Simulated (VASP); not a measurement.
Level of theory: PBE GGA, VASP's PBE PAW potentials (set 64) (plane waves; VASP).

VASP input:

POSCAR:
```
HfO2
1
    5.2960220000     0.0000000000     0.0000000000
    0.0000000000     5.1027070000     0.0000000000
    0.0000000000     0.0000000000     5.1117690000
Hf O
4 8
Direct
  0.0300000000   0.2670000000   0.2500000000
  0.9700000000   0.7330000000   0.7500000000
  0.5300000000   0.7330000000   0.2500000000
  0.4700000000   0.2670000000   0.7500000000
  0.3610000000   0.0680000000   0.1060000000
  0.6390000000   0.9320000000   0.6060000000
  0.8610000000   0.9320000000   0.1060000000
  0.1390000000   0.0680000000   0.6060000000
  0.2290000000   0.5370000000   0.0000000000
  0.7710000000   0.4630000000   0.5000000000
  0.7290000000   0.4630000000   0.0000000000
  0.2710000000   0.5370000000   0.5000000000
```

### INCAR
```
SYSTEM = HfO2
PREC = Accurate
ENCUT = 400
EDIFF = 1E-6
NELM = 100
ALGO = Normal
LREAL = .FALSE.
LASPH = .TRUE.
ISMEAR = -1
SIGMA = 0.1
GGA = PE
LMAXMIX = 6
LWAVE = .FALSE.
LCHARG = .FALSE.
ISIF = 2
```

KPOINTS:
```
Automatic mesh
0
Gamma
3 4 4
0 0 0
```

POTCAR, in this order: Hf_pv O (PBE.64 set). Program: vasp_std.

Output of the run:

OSZICAR:
```
       N       E                     dE             d eps       ncg     rms          rms(c)
DAV:   1     0.516242582732E+03    0.51624E+03   -0.43905E+04  1880   0.138E+03
DAV:   2    -0.112499589460E+03   -0.62874E+03   -0.61433E+03  2364   0.385E+02
DAV:   3    -0.143338037757E+03   -0.30838E+02   -0.30760E+02  2168   0.821E+01
DAV:   4    -0.143748859094E+03   -0.41082E+00   -0.41010E+00  2280   0.104E+01
DAV:   5    -0.143756602385E+03   -0.77433E-02   -0.77384E-02  2216   0.126E+00    0.997E+01
DAV:   6    -0.122167534026E+03    0.21589E+02   -0.11997E+02  2092   0.434E+01    0.857E+01
DAV:   7    -0.121898522544E+03    0.26901E+00   -0.60392E+00  2304   0.120E+01    0.532E+01
DAV:   8    -0.121864340551E+03    0.34182E-01   -0.68049E-01  2120   0.456E+00    0.108E+01
DAV:   9    -0.121827268866E+03    0.37072E-01   -0.18761E-01  2248   0.213E+00    0.347E+00
DAV:  10    -0.121825743381E+03    0.15255E-02   -0.16111E-02  2256   0.607E-01    0.312E-01
DAV:  11    -0.121825990650E+03   -0.24727E-03   -0.17620E-03  2280   0.224E-01    0.142E-01
DAV:  12    -0.121826054576E+03   -0.63926E-04   -0.25097E-04  2220   0.762E-02    0.179E-01
DAV:  13    -0.121826059683E+03   -0.51064E-05   -0.11582E-04  2216   0.460E-02    0.648E-02
DAV:  14    -0.121826060759E+03   -0.10766E-05   -0.16331E-05  2464   0.222E-02    0.461E-02
DAV:  15    -0.121826061990E+03   -0.12313E-05   -0.18121E-06  1376   0.662E-03    0.272E-03
DAV:  16    -0.121826062108E+03   -0.11731E-06   -0.25413E-07  1140   0.271E-03
   1 F= -.12182606E+03 E0= -.12182606E+03  d E =-.962055E-09
```

### OUTCAR
```
------------------------ aborting loop because EDIFF is reached ----------------------------------------
  FORCE on cell =-STRESS in cart. coord.  units (eV):
  Direction    XX          YY          ZZ          XY          YZ          ZX
  --------------------------------------------------------------------------------------
  Total       -8.9949251    -10.5477225     -9.1033568      0.0000000      0.0000000      0.0000000
  in kB     -104.3245451   -122.3341324   -105.5821539      0.0000000      0.0000000      0.0000000
  external PRESSURE =    -110.7469438 kB  Pullay stress =       0.0000000 kB
  volume of cell :      138.14
      direct lattice vectors                 reciprocal lattice vectors
     5.296022000  0.000000000  0.000000000     0.188820968  0.000000000  0.000000000
     0.000000000  5.102707000  0.000000000     0.000000000  0.195974411  0.000000000
     0.000000000  0.000000000  5.111769000     0.000000000  0.000000000  0.195626993
 POSITION                                       TOTAL-FORCE (eV/Angst)
 -----------------------------------------------------------------------------------
      0.15888      1.36242      1.27794         0.183424     -0.302241     -0.011616
      5.13714      3.74028      3.83383        -0.183424      0.302241     -0.011616
      2.80689      3.74028      1.27794         0.183424      0.302241     -0.011616
      2.48913      1.36242      3.83383        -0.183424     -0.302241     -0.011616
      1.91186      0.34698      0.54185         0.154949     -0.138458     -0.012923
      3.38416      4.75572      3.09773        -0.154949      0.138458     -0.012923
      4.55987      4.75572      0.54185         0.154949      0.138458     -0.012923
      0.73615      0.34698      3.09773        -0.154949     -0.138458     -0.012923
      1.21279      2.74015      0.00000        -0.019953     -0.052054      0.024539
      4.08323      2.36255      2.55588         0.019953      0.052054      0.024539
      3.86080      2.36255      0.00000        -0.019953      0.052054      0.024539
      1.43522      2.74015      2.55588         0.019953     -0.052054      0.024539
 -----------------------------------------------------------------------------------
    total drift:                                0.000000      0.000000      0.002052
  FREE ENERGIE OF THE ION-ELECTRON SYSTEM (eV)
  ---------------------------------------------------
  free  energy   TOTEN  =      -121.8260621077 eV

  energy  without entropy=     -121.8260621068  energy(sigma->0) =     -121.82606211
```
(Selected blocks of OUTCAR.)

At this cut-off the stress carries a Pulay error, which pulls relaxed volumes low.

The structure was generated: HfO2 was put into an ordered model structure, which need not be its known phase. The cell was not relaxed at this level.
